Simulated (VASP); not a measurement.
Here is the system:

```yaml
crystal:
  lattice:
    - [-2.53999, 2.53999, 2.53999]
    - [2.53999, -2.53999, 2.53999]
    - [2.53999, 2.53999, -2.53999]
  atoms:
    - { symbol: Ba, position: [0.00000, 0.00000, 0.00000] }
```

Level of theory: r2SCAN meta-GGA, VASP's PBE PAW potentials (set 64) (plane waves; VASP). Numerical set-up: 480 eV cut-off, 10×10×10 Γ-centred mesh, first-order Methfessel-Paxton smearing of 0.10 eV, potentials Ba_sv.

Stress in GPa, positive for a compressed cell; the cube axes lie along x, y and z, and the ions stay on their sites.

```json
[
 {"strain": "none", "σxx": "-0.03", "σyy": "-0.03", "σzz": "-0.03"},
 {"strain": "εzz = +0.5 %", "σxx": "-0.05", "σyy": "-0.05", "σzz": "-0.08"},
 {"strain": "εxx = -1.0 %, εzz = -1.0 %", "σxx": "0.17", "σyy": "0.10", "σzz": "0.17"},
 {"strain": "εxx = -0.5 %, εyy = -0.5 %, εzz = -0.5 %", "σxx": "0.10", "σyy": "0.10", "σzz": "0.10"}
]
```

Problem. Fit C11 and C12 to these rows, and predict the stress for εxx = -4.0 %, εyy = -4.0 %, εzz = -4.0 %.

Solution. Least squares on Δσ_i = −C11 ε_i − C12 (ε_j + ε_k) over all components shown gives C11 = 13 GPa and C12 = 6 GPa, and so σxx, σyy, σzz = 1.01, 1.01, 1.01 GPa. The run gave 1.24, 1.24, 1.24 GPa; the difference holds the non-linear terms and numerical noise.

Left out are shears, moved atoms, failed runs and, from the fit, strains over 2.5 %.

The compound is Ba in the bcc structure.
